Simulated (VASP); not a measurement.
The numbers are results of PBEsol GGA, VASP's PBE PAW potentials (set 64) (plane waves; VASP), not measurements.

A VASP calculation is set up with these files.

POSCAR:
```
BBi
5.4539210
  0.0000000000   0.4999999709   0.4999999709
  0.4999999709   0.0000000000   0.4999999709
  0.4999999709   0.4999999709   0.0000000000
B Bi
1 1
direct
  0.0000000000   0.0000000000   0.0000000000
  0.2500000000   0.2500000000   0.2500000000
```

**KPOINTS**
```
k-points along high-symmetry lines
15
Line-mode
Reciprocal
  0.000000   0.000000   0.000000 ! GAMMA
 -0.500000  -0.500000   0.000000 ! X

 -0.500000  -0.500000   0.000000 ! X
 -0.375000  -0.375000   0.250000 ! U

 -0.375000   0.000000   0.375000 ! K
  0.000000   0.000000   0.000000 ! GAMMA

  0.000000   0.000000   0.000000 ! GAMMA
  0.000000   0.000000   0.500000 ! L

  0.000000   0.000000   0.500000 ! L
 -0.500000  -0.250000   0.250000 ! W

 -0.500000  -0.250000   0.250000 ! W
 -0.500000  -0.500000   0.000000 ! X
```

**INCAR**
```
! general
SYSTEM  = BBi
PREC    = Accurate
ENCUT   = 520
LREAL   = F
LASPH   = T
ICHARG  = 11

! electronic loop
EDIFF   = 1E-7
NELM    = 100
ALGO    = Normal
LMAXMIX = 4

! smearing
ISMEAR  = 0
SIGMA   = 0.05

! functional
GGA     = PS

! output
LWAVE   = F
LCHARG  = F
LORBIT  = 11
```

POTCAR, in this order: B Bi_d (PBE.64 set). Program: vasp_std. Read from the step before: CHGCAR.

What VASP printed:

### OUTCAR
```
 ion  position               nearest neighbor table
   1  0.000  0.000  0.000-   2 2.36   2 2.36   2 2.36   2 2.36
   2  0.250  0.250  0.250-   1 2.36   1 2.36   1 2.36   1 2.36
  LATTYP: Found a face centered cubic cell.
 ALAT       =     5.4539206828
 Subroutine PRICEL returns:
 Original cell was already a primitive cell.
 Subroutine GETGRP returns: Found 24 space group operations
The static configuration has the point symmetry T_d .
The dynamic configuration has the point symmetry T_d .
 Subroutine INISYM returns: Found 24 space group operations
   k-points           NKPTS =     90   k-points in BZ     NKDIM =     90   number of bands    NBANDS=     13
   number of dos      NEDOS =    301   number of ions     NIONS =      2
   total plane-waves  NPLWV =  27000
   dimension x,y,z NGX =    30 NGY =   30 NGZ =   30
   dimension x,y,z NGXF=    60 NGYF=   60 NGZF=   60
   ions per type =               1   1
   PREC   = accura    normal or accurate (medium, high low for compatibility)
   ISTART =      0    job   : 0-new  1-cont  2-samecut
   ICHARG =     11    charge: 1-file 2-atom 10-const
   ISPIN  =      1    spin polarized calculation?
   LNONCOLLINEAR =      F non collinear calculations
   LSORBIT =      F    spin-orbit coupling
   INIWAV =      1    electr: 0-lowe 1-rand  2-diag
   ENCUT  =  520.0 eV  38.22 Ry    6.18 a.u.   7.17  7.17  7.17*2*pi/ulx,y,z
   NELM   =    100;   NELMIN=  2; NELMDL= -5     # of ELM steps
   EDIFF  = 0.1E-06   stopping-criterion for ELM
   LREAL  =      F    real-space projection
   NLSPLINE    = F    spline interpolate recip. space projectors
   LMAXMIX     =    4 max onsite mixed and CHGCAR
   VOSKOWN=      0    Vosko Wilk Nusair interpolation
   EDIFFG = 0.1E-05   stopping-criterion for IOM
   NSW    =      0    number of steps for IOM
   NBLOCK =      1;   KBLOCK =      1    inner block; outer block
   IBRION =     -1    ionic relax: 0-MD 1-quasi-New 2-CG
   NFREE  =      0    steps in history (QN), initial steepest desc. (CG)
   ISIF   =      2    stress and relaxation
   ISYM   =      2    0-nonsym 1-usesym 2-fastsym
   TEIN   =    0.0    initial temperature
   TEBEG  =    0.0;   TEEND  =   0.0 temperature during run
   SMASS  =  -3.00    Nose mass-parameter (am)
   PSTRESS=    0.0 pullay stress
   NELECT =      18.0000    total number of electrons
   EFERMI =   0.00;   METHOD = LEGACY
   ISMEAR =     0;   SIGMA  =   0.05  broadening in eV -4-tet -1-fermi 0-gaus
   IALGO  =     38    algorithm
   LDIAG  =      T    sub-space diagonalisation (order eigenvalues)
   IMIX   =      4    mixing-type and parameters
     AMIX     =   0.40;   BMIX     =  1.00
     AMIX_MAG =   1.60;   BMIX_MAG =  1.00
     AMIN     =   0.10
   GGA     = PS    functional components
   VOSKOWN =     0    Vosko Wilk Nusair interpolation
   LHFCALC =     F    Hartree Fock is set to
   LHFONE  =     F    Hartree Fock one center treatment
   AEXX    =    0.0000 exact exchange contribution
   IVDW    =     0    specifies the selected vdW correction
   LEPSILON=     F    determine dielectric tensor
   LRPA    =     F    only Hartree local field effects (RPA)
  energy-cutoff  :      520.00
  volume of cell :       40.56
      direct lattice vectors                 reciprocal lattice vectors
     0.000000000  2.726960341  2.726960341    -0.183354335  0.183354335  0.183354335
     2.726960341  0.000000000  2.726960341     0.183354335 -0.183354335  0.183354335
     2.726960341  2.726960341  0.000000000     0.183354335  0.183354335 -0.183354335
 k-point     1 :   0.0000 0.0000 0.0000  plane waves:    1067
 k-point     2 :  -0.0357-0.0357 0.0000  plane waves:    1071
 k-point     3 :  -0.0714-0.0714 0.0000  plane waves:    1086
 k-point     4 :  -0.1071-0.1071 0.0000  plane waves:    1078
 k-point     5 :  -0.1429-0.1429 0.0000  plane waves:    1074
 k-point     6 :  -0.1786-0.1786 0.0000  plane waves:    1094
 k-point     7 :  -0.2143-0.2143 0.0000  plane waves:    1082
 k-point     8 :  -0.2500-0.2500 0.0000  plane waves:    1094
 k-point     9 :  -0.2857-0.2857 0.0000  plane waves:    1094
 k-point    10 :  -0.3214-0.3214 0.0000  plane waves:    1078
...
```

### OSZICAR
```
       N       E                     dE             d eps       ncg     rms          rms(c)
DAV:   1     0.131899774919E+03    0.13190E+03   -0.10248E+04  2340   0.166E+03
DAV:   2     0.132065458909E+01   -0.13058E+03   -0.12713E+03  2435   0.377E+02
DAV:   3    -0.762038522454E+01   -0.89410E+01   -0.86314E+01  3005   0.100E+02
DAV:   4    -0.784810940919E+01   -0.22772E+00   -0.22751E+00  2994   0.173E+01
DAV:   5    -0.785291582040E+01   -0.48064E-02   -0.48062E-02  3088   0.213E+00
DAV:   6    -0.785314653803E+01   -0.23072E-03   -0.23072E-03  3392   0.385E-01
DAV:   7    -0.785314828138E+01   -0.17434E-05   -0.17431E-05  3088   0.328E-02
DAV:   8    -0.785314831959E+01   -0.38210E-07   -0.37779E-07  2708   0.503E-03
   1 F= -.78531483E+01 E0= -.78531483E+01  d E =-.154106E-10
```

### OUTCAR
```
 val. band max:        7.2519044565   @ k =   0.0000   0.0000   0.0000

 cond. band min:       7.7002949567   @ k =   0.0000   0.0000   0.0000



 k-point     1 :       0.0000    0.0000    0.0000
  band No.  band energies     occupation
      1     -15.8632      2.00000
      2     -15.8632      2.00000
      3     -15.8632      2.00000
      4     -15.7709      2.00000
      5     -15.7709      2.00000
      6      -7.0833      2.00000
      7       7.2519      2.00000
      8       7.2519      2.00000
      9       7.2519      2.00000
     10       7.7003      0.00000
     11      10.0444      0.00000
     12      10.0444      0.00000
     13      10.0444      0.00000

 k-point     2 :      -0.0357   -0.0357    0.0000
  band No.  band energies     occupation
      1     -15.8637      2.00000
      2     -15.8620      2.00000
      3     -15.8620      2.00000
      4     -15.7714      2.00000
      5     -15.7705      2.00000
      6      -7.0609      2.00000
      7       6.8230      2.00000
      8       7.1399      2.00000
      9       7.1399      2.00000
     10       8.0857      0.00000
     11       9.9540      0.00000
     12      10.1722      0.00000
     13      10.1722      0.00000

 k-point     3 :      -0.0714   -0.0714    0.0000
  band No.  band energies     occupation
      1     -15.8654      2.00000
      2     -15.8587      2.00000
      3     -15.8587      2.00000
      4     -15.7726      2.00000
      5     -15.7693      2.00000
      6      -6.9938      2.00000
      7       6.1990      2.00000
      8       6.8538      2.00000
      9       6.8538      2.00000
     10       8.5679      0.00000
     11       9.7392      0.00000
     12      10.5054      0.00000
     13      10.5054      0.00000

 k-point     4 :      -0.1071   -0.1071    0.0000
  band No.  band energies     occupation
      1     -15.8680      2.00000
      2     -15.8533      2.00000
      3     -15.8533      2.00000
      4     -15.7747      2.00000
...
```

The density is held fixed in this step, so its total energy and stress have no physical meaning. Unless said otherwise, spin-orbit coupling is left out, though it shifts the bands of the heavy elements here.

The structure was generated: BBi was put into the zinc blende type (F-43m), which need not be its known phase. It was relaxed first, which changed the volume by +5 %.
